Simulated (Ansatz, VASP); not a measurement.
# Cu (Cu(100)) in two plane-wave programs, part 2 of 2

One calculation is typed for both programs; each brings its own data sets. How far apart do they land? Of the first pair: The cell is taken from a series of runs on this material, whose earlier steps may have relaxed, scaled, displaced or heated it; both programs get it as it stands.

VASP 6.6.1 and Ansatz 0.2.0.

So far. Step 4 (Side by side): The forces differ by 6.7 meV/Å r.m.s., which is 13.6 % of the r.m.s. force of 0.049 eV/Å (both taken over all components). With vacuum in the cell, a pressure given here is an average over mostly empty space and none of the material.

## Step 5: Ansatz: relaxation, PBE

Level of this step: Ansatz beside VASP: Kohn-Sham DFT, plane waves, PBE (Ansatz).

The two programs are compared at the cell with which this relaxation starts, whose forces are those of its first step.

The structure compared here is the start of the Ansatz relaxation; VASP solves that cell, so the two are compared at the walk's first step.

input.yaml reads:

```yaml
crystal:
  lattice:
    - [2.5526554801, 0.0, 0.0]
    - [0.0, 2.5526554801, 0.0]
    - [0.0, 0.0, 30.44]
  atoms:
    - { symbol: Cu, position: [0.0, 0.0, 0.2628120894] }
    - { symbol: Cu, position: [0.5, 0.5, 0.322109067] }
    - { symbol: Cu, position: [0.0, 0.0, 0.3814060447] }
    - { symbol: Cu, position: [0.5, 0.5, 0.4407030223] }
    - { symbol: Cu, position: [0.0, 0.0, 0.5] }
    - { symbol: Cu, position: [0.5, 0.5, 0.5592969777] }
    - { symbol: Cu, position: [0.0, 0.0, 0.6185939553] }
    - { symbol: Cu, position: [0.5, 0.5, 0.677890933] }
    - { symbol: Cu, position: [0.0, 0.0, 0.7371879106] }
kpoints:
  mp_grid: { grid: [12, 12, 1] }
hamiltonian:
  xc: pbe
scf:
  occupations: { method: fermi_dirac, width: 0.1 }
efield:
  axis: 3
  dipole_correction: true
  ramp_width: 0.05
relax:
  f_tol: 0.02
  max_steps: 60
  constraints: [{ sites: [0, 1, 2, 3] }]
output:
  write_potential: true
  write_density: true
  volumetric_format: npy
```

Run with:

```
$ ansatz run input.yaml --threads 4 --pin off --max-ram 8192MiB --backend cpu --events-out ev --progress --plain --runs-dir out
```

Numbers of over 12 decimals in the logs are rounded to 6 here.

What it wrote:

```text
[...]
Crystal: 9 atoms, lattice volume = 198.349 Å³
Basis set: ecut = 420 eV, 3921 PW (Γ), exchange–correlation on 36×36×432 points (8 copies of the dense FFT grid, shifted against one another)
Bands: 103, of which v1, the nominal top of the filled ones, is band 86 counted from 1 (85 counted from 0)
Symmetry: 8 space group operations
k-points: 28 of 144
[...]
- { symbol: Cu, position: [0.5, 0.5, 0.322109] }
    - { symbol: Cu, position: [0.0, 0.0, 0.381406] }
    - { symbol: Cu, position: [0.5, 0.5, 0.440703] }
    - { symbol: Cu, position: [0.0, 0.0, 0.500754] }
    - { symbol: Cu, position: [0.5, 0.5, 0.560767] }
    - { symbol: Cu, position: [0, 0.0, 0.620851] }
    - { symbol: Cu, position: [0.5, 0.5, 0.681052] }
    - { symbol: Cu, position: [0, 0.0, 0.739310] }
[key lines of the parts left out:]
SCF converged after 3 iterations
Free energy (F): -59625.395704 eV
Fermi energy:    6.901346 eV
Dipole field:    D = 0.000450 V/Å  (p = 0.000493 e·Å, saw-weighted, corrected)
Work function:   Φ+ = 4.5529 eV   Φ− = 4.5666 eV
```

## Step 6: VASP: single point, PBE, start cell, pair 2

The same cell, functional, mesh and smearing now go to VASP, with its own data sets.

INCAR reads:

```
SYSTEM = Cu
PREC = Accurate
ENCUT = 520
EDIFF = 1E-06
NELM = 120
ISMEAR = -1
SIGMA = 0.1
LREAL = .FALSE.
ALGO = Normal
GGA = PE
NBANDS = 61
LASPH = .TRUE.
LORBIT = 11
LWAVE = .FALSE.
LCHARG = .FALSE.
ISIF = 2
LDIPOL = .TRUE.
IDIPOL = 3
DIPOL = 0.5 0.5 0.5
LVHAR = .TRUE.
GGA_COMPAT = .FALSE.
NELMDL = -8
KPAR = 2
```

POSCAR reads:

```
Cu
1.0
    2.5526554801      0.0000000000      0.0000000000
    0.0000000000      2.5526554801      0.0000000000
    0.0000000000      0.0000000000     30.4400000000
Cu
9
Direct
    0.0000000000      0.0000000000      0.2628120894
    0.5000000000      0.5000000000      0.3221090670
    0.0000000000      0.0000000000      0.3814060447
    0.5000000000      0.5000000000      0.4407030223
    0.0000000000      0.0000000000      0.5000000000
    0.5000000000      0.5000000000      0.5592969777
    0.0000000000      0.0000000000      0.6185939553
    0.5000000000      0.5000000000      0.6778909330
    0.0000000000      0.0000000000      0.7371879106
```

KPOINTS reads:

```
Automatic mesh
0
Gamma
12 12 1
0 0 0
```

Potentials, in the order of the species: Cu (PBE family, release 64).

Run with:

```
$ mpirun -np 2 vasp_std
```

What it wrote:

```text
[... set-up lines as in an earlier step ...]
 entering main loop
       N       E                     dE             d eps       ncg     rms          rms(c)
DAV:   1     0.935987202666E+03    0.93599E+03   -0.43275E+04  3424   0.239E+03
DAV:   2     0.916083512416E+02   -0.84438E+03   -0.81723E+03  3416   0.472E+02
DAV:   3    -0.343422743639E+02   -0.12595E+03   -0.11630E+03  3496   0.227E+02
DAV:   4    -0.399209654207E+02   -0.55787E+01   -0.55080E+01  3813   0.662E+01
[...]
DAV:  28    -0.324035928169E+02   -0.31882E-05   -0.19094E-07  2146   0.717E-03    0.568E-04
DAV:  29    -0.324035960654E+02   -0.32485E-05   -0.16494E-07  2121   0.466E-03    0.470E-04
DAV:  30    -0.324035966314E+02   -0.56598E-06   -0.35698E-08  2104   0.402E-03
   1 F= -.32403597E+02 E0= -.32358828E+02  d E =-.895375E-01
```

OUTCAR, selected parts (step 6):

```text
  Total        0.1995595      0.1995595      0.9743393      0.0000000      0.0000000      0.0000000
  in kB        1.6119584      1.6119584      7.8703086      0.0000000      0.0000000      0.0000000
  external PRESSURE =       3.6980751 kB  Pullay stress =       0.0000000 kB

 POSITION                                       TOTAL-FORCE (eV/Angst)
 -----------------------------------------------------------------------------------
      0.00000      0.00000      8.00000        -0.000000      0.000000      0.086918
      1.27633      1.27633      9.80500        -0.000000     -0.000000     -0.216852
      0.00000      0.00000     11.61000         0.000000      0.000000      0.004382
      1.27633      1.27633     13.41500         0.000000      0.000000      0.009931
      0.00000      0.00000     15.22000         0.000000     -0.000000     -0.000000
      1.27633      1.27633     17.02500        -0.000000      0.000000     -0.009931
      0.00000      0.00000     18.83000         0.000000      0.000000     -0.004382
      1.27633      1.27633     20.63500         0.000000     -0.000000      0.216852
      0.00000      0.00000     22.44000         0.000000      0.000000     -0.086918
 -----------------------------------------------------------------------------------
    total drift:                               -0.000000      0.000000      0.000000

  FREE ENERGIE OF THE ION-ELECTRON SYSTEM (eV)
  ---------------------------------------------------
  free  energy   TOTEN  =       -32.4035966314 eV

  energy  without entropy=      -32.3140591527  energy(sigma->0) =      -32.35882789

[... 2 parts as in an earlier step ...]

[... 1 further part left out ...]
[key lines of the parts left out:]
E-fermi :   1.9873
```

## Step 7: Differences

What differs besides the data sets and the points named for the pairs above, as far as they apply: the data sets hold 171 valence electrons in Ansatz (on its default PAW (the set named soft_2) files) and 99 in VASP. Total energies have different zeros and are not compared.

Forces (eV/Å; atoms numbered as in POSCAR):

```csv
atom,"Ansatz x, y, z","VASP x, y, z"
Cu1,"0.000, 0.000, 0.111","0.000, 0.000, 0.087"
Cu2,"0.000, 0.000, -0.218","0.000, 0.000, -0.217"
Cu3,"0.000, 0.000, 0.004","0.000, 0.000, 0.004"
Cu4,"0.000, 0.000, 0.009","0.000, 0.000, 0.010"
Cu5,"0.000, 0.000, 0.000","0.000, 0.000, 0.000"
Cu6,"0.000, 0.000, -0.009","0.000, 0.000, -0.010"
Cu7,"0.000, 0.000, -0.004","0.000, 0.000, -0.004"
Cu8,"0.000, 0.000, 0.218","0.000, 0.000, 0.217"
Cu9,"0.000, 0.000, -0.111","0.000, 0.000, -0.087"
```

The forces differ by 6.6 meV/Å r.m.s., which is 10.3 % of the r.m.s. force of 0.064 eV/Å (both taken over all components). With vacuum in the cell, a pressure given here is an average over mostly empty space and none of the material.

## Step 8: Ansatz: relaxation, PBE

This run makes the geometry at which the two programs are then compared.

The structure compared here is the end of the Ansatz relaxation.

input.yaml is that of step 5.

Run with:

```
$ ansatz run input.yaml --threads 4 --pin off --max-ram 8192MiB --backend cpu --events-out ev --progress --plain --runs-dir out
```

What it wrote:

```text
[...]
Crystal: 9 atoms, lattice volume = 198.349 Å³
Basis set: ecut = 420 eV, 3921 PW (Γ), exchange–correlation on 36×36×432 points (8 copies of the dense FFT grid, shifted against one another)
Bands: 103, of which v1, the nominal top of the filled ones, is band 86 counted from 1 (85 counted from 0)
Symmetry: 8 space group operations
k-points: 28 of 144
[...]
- { symbol: Cu, position: [0.5, 0.5, 0.322109] }
    - { symbol: Cu, position: [0.0, 0.0, 0.381406] }
    - { symbol: Cu, position: [0.5, 0.5, 0.440703] }
    - { symbol: Cu, position: [0.0, 0.0, 0.500754] }
    - { symbol: Cu, position: [0.5, 0.5, 0.560767] }
    - { symbol: Cu, position: [0, 0.0, 0.620851] }
    - { symbol: Cu, position: [0.5, 0.5, 0.681052] }
    - { symbol: Cu, position: [0, 0.0, 0.739310] }
[key lines of the parts left out:]
SCF converged after 3 iterations
Free energy (F): -59625.395704 eV
Fermi energy:    6.901346 eV
Dipole field:    D = 0.000450 V/Å  (p = 0.000493 e·Å, saw-weighted, corrected)
Work function:   Φ+ = 4.5529 eV   Φ− = 4.5666 eV
```

## Step 9: VASP: single point, PBE, relaxed cell, pair 3

The same cell, functional, mesh and smearing now go to VASP, with its own data sets.

Edit INCAR of step 6 so:

```diff
@@ -18,3 +18,3 @@
 IDIPOL = 3
-DIPOL = 0.5 0.5 0.5
+DIPOL = 0.5 0.5 0.501
 LVHAR = .TRUE.
```

POSCAR reads:

```
Cu
1.0
    2.5526554801      0.0000000000      0.0000000000
    0.0000000000      2.5526554801      0.0000000000
    0.0000000000      0.0000000000     30.4400000000
Cu
9
Direct
    0.0000000000      0.0000000000      0.2628120894
    0.5000000000      0.5000000000      0.3221090670
    0.0000000000      0.0000000000      0.3814060447
    0.5000000000      0.5000000000      0.4407030223
    0.0000000000      0.0000000000      0.5007536102
    0.5000000000      0.5000000000      0.5607673695
    0.0000000000      0.0000000000      0.6208507341
    0.5000000000      0.5000000000      0.6810515440
    0.0000000000      0.0000000000      0.7393096201
```

KPOINTS is that of step 6.

Run with:

```
$ mpirun -np 2 vasp_std
```

What it wrote:

```text
[... set-up lines as in an earlier step ...]
 entering main loop
       N       E                     dE             d eps       ncg     rms          rms(c)
[... 34 cycles as in an earlier step ...]
   1 F= -.32411575E+02 E0= -.32366605E+02  d E =-.899414E-01
```

From OUTCAR (step 9):

```text
[... 6 parts as in an earlier step ...]

[... 1 further part left out ...]
[key lines of the parts left out:]
E-fermi :   1.9906
```

## Step 10: Comparison

What differs besides the data sets and the points named for the pairs above, as far as they apply: the data sets hold 171 valence electrons in Ansatz (on its default PAW (the set named soft_2) files) and 99 in VASP. Total energies have different zeros and are not compared.

Both answers:

```csv
quantity,Ansatz,VASP,difference
"work function, lower of the two faces (eV)",4.55,4.53,+0.03
"work function, higher of the two faces (eV)",4.57,4.54,+0.02
```

Forces (eV/Å; atoms numbered as in POSCAR):

```
atom        Ansatz x, y, z          VASP x, y, z
 Cu1   0.000, 0.000, 0.111   0.000, 0.000, 0.087
 Cu2  0.000, 0.000, -0.218  0.000, 0.000, -0.217
 Cu3   0.000, 0.000, 0.007   0.000, 0.000, 0.008
 Cu4   0.000, 0.000, 0.097   0.000, 0.000, 0.098
 Cu5   0.000, 0.000, 0.000   0.000, 0.000, 0.001
 Cu6   0.000, 0.000, 0.000   0.000, 0.000, 0.000
 Cu7   0.000, 0.000, 0.001   0.000, 0.000, 0.000
 Cu8   0.000, 0.000, 0.000  0.000, 0.000, -0.003
 Cu9   0.000, 0.000, 0.002   0.000, 0.000, 0.027
```

The forces differ by 6.7 meV/Å r.m.s., which is 13.6 % of the r.m.s. force of 0.049 eV/Å (both taken over all components). With vacuum in the cell, a pressure given here is an average over mostly empty space and none of the material.

## Step 11: What came out

```
r.m.s. force difference (single point, PBE, pair 1)               : 6.7 meV/Å
r.m.s. force difference (single point, PBE, start cell, pair 2)   : 6.6 meV/Å
r.m.s. force difference (single point, PBE, relaxed cell, pair 3) : 6.7 meV/Å
```

**Reading.** The r.m.s. force difference is 6.7 meV/Å (single point, PBE, pair 1), within the 12 meV/Å picked in this series as the mark of a large difference. The data sets hold unlike numbers of valence electrons (171 in Ansatz and 99 in VASP), so part of the differences comes from the potentials. Such differences can come from data sets, numerical settings and the points named under the comparisons, not from the functional's error against experiment.

[Lines on the potential files, build, host, timing and source positions are cut from VASP's logs without a mark.]

[Logs are printed without paths, hosts, clocks, repeated set-up lines and the standing remarks that a program may print on its own settings, such as how far it seeks lower states.]

[Hosts, paths, dates, database ids (printed as entryN), source tags and the programs' standing remarks are cut or masked in the printed files.]
